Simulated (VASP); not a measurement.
A cell of PtS2 (1T layered) near equilibrium:

```xyz
3
Lattice="1.7829 -3.0881 0.0000 1.7829 3.0881 0.0000 0.0000 0.0000 4.8233" Properties=species:S:1:pos:R:3 pbc="T T T"
Pt     1.7829    -3.0881     0.0000
S      1.7829     1.0294     1.1980
S      1.7829    -1.0294     3.6253
```

Computed with PBEsol GGA, VASP's PBE PAW potentials (set 64) (plane waves; VASP 6.6.1).

Without a dispersion term in the relaxation, distances and binding between the weakly bound layers, chains or molecules are unreliable, and so is what depends on them.

| run | ΔE (meV/atom) | σxx | σyy | σzz | largest shear component, with its sign (GPa) | largest force (eV/Å) |
|---|---|---|---|---|---|---|
| as it is | 0.0 | 0.03 | 0.03 | -0.11 | 0.00 | 0.001 |
| after one change | 8.2 | 3.50 | 6.68 | 3.43 | -1.01 | 0.428 |
Stress is in GPa, positive when the cell is compressed.

### Question
Which change was made?
A. atom 1 (Pt) moved by 0.100 Å along y
B. uniaxial strain of -1.0 % along y
C. biaxial strain of -1.5 % in the yz plane
D. atom 2 (S) moved by 0.075 Å along y

### Answer
C, biaxial strain of -1.5 % in the yz plane

The compound is PtS2 in the 1T layered structure.
